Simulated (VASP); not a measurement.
Given:

```yaml
crystal:
  lattice:
    - [3.59978, 0.00000, 0.00000]
    - [-1.79989, 3.11750, 0.00000]
    - [0.00000, 0.00000, 5.05478]
  atoms:
    - { symbol: Pt, position: [0.00000, 0.00000, 0.00000] }
    - { symbol: S, position: [0.33333, 0.66667, 0.24397] }
    - { symbol: S, position: [0.66667, 0.33333, 0.75603] }
```

All values below come from optB88-vdW, VASP's PBE PAW potentials (set 64) (plane waves; VASP). Run with 480 eV cut-off, 6×6×4 Γ-centred mesh, Gaussian smearing of 0.050 eV, potentials Pt S.

Q: Predict the energy per atom (σ→0).

A: 
```
Quantity                        Value
---------------------  --------------
energy per atom (σ→0)  -3.253 eV/atom
```

The absolute energy has meaning only against runs of the same code, potentials and settings.

The compound is PtS2 in the 1T layered structure. It was relaxed first. The start is the result of an earlier pass.
